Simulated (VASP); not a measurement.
Wanted: the native input for a VASP 6.6.1 run.

```yaml
Task: relaxation of cell and atoms
Functional: PBE
Potentials_or_basis: VASP PAW PBE potentials, release 64 (Si, C)
Cutoff: 600 eV
k_mesh: 12 × 12 × 3
Occupations: gaussian, width 0.03 eV
Spin: no spin polarisation
Further_INCAR_settings: ALGO = Normal; EDIFF = 1e-06; IBRION = 2; EDIFFG = -0.01; NSW = 90; ISIF = 3
```

The structure of SiC lies in POSCAR:

```
SiC
1.0
    3.0756941500      0.0000000000      0.0000000000
   -1.5378470700      2.6636292700      0.0000000000
    0.0000000000      0.0000000000     10.0706464800
Si C
4 4
Direct
    0.6666666700      0.3333333300      0.9378419800
    0.3333333300      0.6666666700      0.4378419800
    0.0000000000      0.0000000000      0.6878943800
    0.0000000000      0.0000000000      0.1878943800
    0.6666666700      0.3333333300      0.7498025900
    0.3333333300      0.6666666700      0.2498025900
    0.0000000000      0.0000000000      0.5004600500
    0.0000000000      0.0000000000      0.0004600500
```

The cell is a database's computed one.

These files were run (other wordings do the same):

INCAR

```
SYSTEM = SiC
ALGO = Normal
EDIFF = 1E-6
EDIFFG = -0.01
ENCUT = 600
GGA = PE
IBRION = 2
ISIF = 3
ISMEAR = 0
KPAR = 2
LASPH = .TRUE.
LCHARG = .FALSE.
LREAL = .FALSE.
LWAVE = .FALSE.
NELM = 80
NSW = 90
PREC = Accurate
SIGMA = 0.03
```

KPOINTS

```
k-points
0
G
  12 12 3
  0 0 0
```

Potentials or basis: VASP PAW PBE potentials, release 64 (Si, C).

Run with:

```console
$ cat potpaw_PBE.64/Si/POTCAR potpaw_PBE.64/C/POTCAR > POTCAR
$ mpirun -np 2 vasp_std > vasp.out
```

It gave:

| Quantity | Value |
| --- | --- |
| Relaxed volume | 10.49 Å³/atom |
| Relaxed cell | a = 3.093 Å, b = 3.093 Å, c = 10.126 Å, α = 90.00°, β = 90.00°, γ = 120.00° |
| Space group after relaxing (to 0.05 Å) | P6_3mc (No. 186) |
| Energy gained by relaxing | 2.0 meV/atom |
| Ionic steps | 3 |
| Pressure after relaxing | 0.0 GPa |
| Largest force after relaxing | 0.006 eV/Å |
| Band gap on the k mesh | 2.22 eV, indirect (least direct gap 3.34 eV) |

Caveat: an odd mesh through Γ misses points on the zone boundary, where band edges often lie.

Run time: 43 s on 2 MPI ranks on Intel(R) Xeon(R) 6975P-C (Granite Rapids), on a shared host, peak memory 0.25 GiB a rank.
